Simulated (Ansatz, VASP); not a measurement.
**RbSi2: VASP beside Ansatz**

```
CELL_PARAMETERS angstrom
-2.45272 2.45272 4.54173
2.45272 -2.45272 4.54173
2.45272 2.45272 -4.54173
ATOMIC_POSITIONS crystal
Rb 0.00000 0.00000 0.00000
Si 0.37940 0.37940 0.00000
Si 0.62060 0.62060 0.00000
```

Alike in both runs: functional PBE; dispersion D3(BJ); k mesh 14 × 14 × 14; occupations gaussian, width 0.1 eV; no spin polarisation.

Ansatz relaxed the structure, and its values are those at the end. VASP's run is a single point on that final structure, the one shown.

|  | VASP | Ansatz |
| --- | --- | --- |
| version | VASP 6.6.1 | Ansatz 0.2.0 |
| potentials or method | VASP PAW PBE potentials, release 64 (Rb_sv, Si) | scalar-relativistic, plane waves, PAW |
| plane-wave cutoff (eV) | 520 | 420 |
| valence electrons in the cell | 17 | 17 |

```tsv
	VASP	Ansatz	Ansatz less VASP
gap on the k mesh at the Fermi level (eV)	none	none	-
pressure (GPa)	0.0	0.0	-0.01
```

A gap of «none» marks a metal or a gap that the smearing closes.

Caveats: pairwise dispersion overbinds metals, which lowers pressure and volume.
